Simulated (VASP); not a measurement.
Sc15VN16:

```
Sc V N
1.0
    -4.31892    4.31892   -4.31892
     4.31892    4.31892    4.31892
     4.31892   -4.31892   -4.31892
Sc V N
15 1 16
Direct
  0.25000 0.00000 0.75000
  0.00000 0.25000 0.75000
  0.50000 0.00000 0.50000
  0.75000 0.50000 0.75000
  0.25000 0.25000 0.50000
  0.50000 0.75000 0.75000
  0.00000 0.50000 0.50000
  0.75000 0.00000 0.25000
  0.50000 0.25000 0.25000
  0.75000 0.75000 0.50000
  0.00000 0.00000 0.00000
  0.25000 0.50000 0.25000
  0.00000 0.75000 0.25000
  0.75000 0.25000 0.00000
  0.50000 0.50000 0.00000
  0.25000 0.75000 0.00000
  0.25000 0.50000 0.75000
  0.00000 0.75000 0.75000
  0.50000 0.50000 0.50000
  0.75000 0.00000 0.75000
  0.25000 0.75000 0.50000
  0.50000 0.25000 0.75000
  0.00000 0.00000 0.50000
  0.75000 0.50000 0.25000
  0.50000 0.75000 0.25000
  0.75000 0.25000 0.50000
  0.00000 0.50000 0.00000
  0.25000 0.00000 0.25000
  0.00000 0.25000 0.25000
  0.75000 0.75000 0.00000
  0.50000 0.00000 0.00000
  0.25000 0.25000 0.00000
```

The cell was built by a generator and needn't be a form met in nature.

* Program: VASP 6.6.1
* Task: relaxation of cell and atoms
* Functional: PBE
* Potentials or basis: VASP PAW PBE potentials, release 64 (Sc_sv, V_sv, N)
* Cutoff: 600 eV
* k mesh: 6 × 6 × 6
* Occupations: methfessel-paxton, width 0.1 eV
* Spin: no spin polarisation

At the start: pressure 29.7 GPa; volume 10.07 Å³/atom.

Question: Where does the relaxation end?

Answer: Over 10 steps the energy falls by 113.3 meV/atom and the volume is 11.29 Å³/atom (+12.1 %); space group Im-3m (No. 229, to 0.05 Å).

Step by step:
| step | energy change (eV) | largest force (eV/Å) | pressure (GPa) | volume (Å³) |
| --- | --- | --- | --- | --- |
| 1 | 0.0000 | 1.4484 | 29.73 | 322.25 |
| 2 | 0.7456 | 0.1605 | -21.91 | 417.49 |
| 3 | -3.5004 | 0.6542 | -1.24 | 363.53 |
| 4 | -3.5035 | 0.6704 | -0.58 | 362.34 |
| 5 | -3.5027 | 0.6820 | -0.11 | 361.51 |
| 6 | -3.5954 | 0.3449 | 0.26 | 360.72 |
| 7 | -3.6238 | 0.0048 | 0.68 | 359.95 |
| 8 | -3.6238 | 0.0186 | 0.66 | 359.99 |
| 9 | -3.6232 | 0.0175 | -0.76 | 362.49 |
| 10 | -3.6264 | 0.0008 | -0.01 | 361.17 |

Final structure:
```yaml
crystal:
  lattice:
    - [-4.48625, 4.48625, -4.48625]
    - [4.48625, 4.48625, 4.48625]
    - [4.48625, -4.48625, -4.48625]
  atoms:
    - { symbol: Sc, position: [0.25000, 0.99913, 0.75087] }
    - { symbol: Sc, position: [0.00087, 0.25173, 0.75087] }
    - { symbol: Sc, position: [0.49913, 0.99913, 0.49827] }
    - { symbol: Sc, position: [0.75173, 0.50087, 0.75087] }
    - { symbol: Sc, position: [0.25000, 0.25000, 0.50000] }
    - { symbol: Sc, position: [0.49913, 0.75000, 0.75087] }
    - { symbol: Sc, position: [0.00087, 0.50087, 0.50173] }
    - { symbol: Sc, position: [0.74827, 0.99913, 0.24913] }
    - { symbol: Sc, position: [0.49913, 0.24827, 0.24913] }
    - { symbol: Sc, position: [0.75000, 0.75000, 0.50000] }
    - { symbol: Sc, position: [0.00087, 0.99913, 0.00000] }
    - { symbol: Sc, position: [0.25000, 0.50087, 0.24913] }
    - { symbol: Sc, position: [0.00087, 0.75000, 0.24913] }
    - { symbol: Sc, position: [0.75000, 0.25000, 0.00000] }
    - { symbol: Sc, position: [0.49913, 0.50087, 0.00000] }
    - { symbol: V, position: [0.25000, 0.75000, 0.00000] }
    - { symbol: N, position: [0.25000, 0.51024, 0.76024] }
    - { symbol: N, position: [0.01024, 0.75000, 0.76024] }
    - { symbol: N, position: [0.50000, 0.50000, 0.50000] }
    - { symbol: N, position: [0.75000, 0.00000, 0.75000] }
    - { symbol: N, position: [0.25000, 0.75000, 0.50000] }
    - { symbol: N, position: [0.50000, 0.25000, 0.75000] }
    - { symbol: N, position: [0.00000, 0.00000, 0.50000] }
    - { symbol: N, position: [0.75000, 0.50000, 0.25000] }
    - { symbol: N, position: [0.48976, 0.75000, 0.23976] }
    - { symbol: N, position: [0.75000, 0.25000, 0.50000] }
    - { symbol: N, position: [0.01024, 0.51024, 0.00000] }
    - { symbol: N, position: [0.25000, 0.98976, 0.23976] }
    - { symbol: N, position: [0.00000, 0.25000, 0.25000] }
    - { symbol: N, position: [0.75000, 0.75000, 0.00000] }
    - { symbol: N, position: [0.48976, 0.98976, 0.00000] }
    - { symbol: N, position: [0.25000, 0.25000, 0.00000] }
```

Caveat: the run has no spin polarisation, though such a crystal can be magnetic.
